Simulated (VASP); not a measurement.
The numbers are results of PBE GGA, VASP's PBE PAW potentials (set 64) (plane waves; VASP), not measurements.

The input files of a VASP run:

File KPOINTS:
```
Automatic mesh
0
Gamma
10 10 10
0 0 0
```

### POSCAR
```
PdIn
1
    3.2500000000     0.0000000000     0.0000000000
    0.0000000000     3.2500000000     0.0000000000
    0.0000000000     0.0000000000     3.2500000000
In Pd
1 1
Direct
  0.5000000000   0.5000000000   0.5000000000
  0.0000000000   0.0000000000   0.0000000000
```

**INCAR**
```
ALGO  =  Normal
EDIFF  =  1E-6
ENCUT  =  400
GGA  =  PE
ISIF  =  2
ISMEAR  =  0
LASPH  =  T
LCHARG  =  F
LMAXMIX  =  4
LREAL  =  F
LWAVE  =  F
NELECT  =  23.5
NELM  =  100
PREC  =  Accurate
SIGMA  =  0.05
SYSTEM  =  PdIn
```

POTCAR, in this order: In_d Pd (PBE.64 set). Program: vasp_std.

Question: What will the output report for the number of irreducible k-points (NKPTS), number of bands (NBANDS), largest plane-wave count, number of space-group operations, FFT grid (NGX, NGY, NGZ)?

Answer: 
number of irreducible k-points (NKPTS): 56
number of bands (NBANDS): 16
largest plane-wave count: 639
number of space-group operations: 48
FFT grid (NGX, NGY, NGZ): 24 × 24 × 24

The compound is PdIn in the CsCl type structure. The cell was not relaxed at this level. The run is one of a series of settings (ISMEAR = 0, NELECT = 23.5, SIGMA = 0.05 against the base run), some of them coarse on purpose.
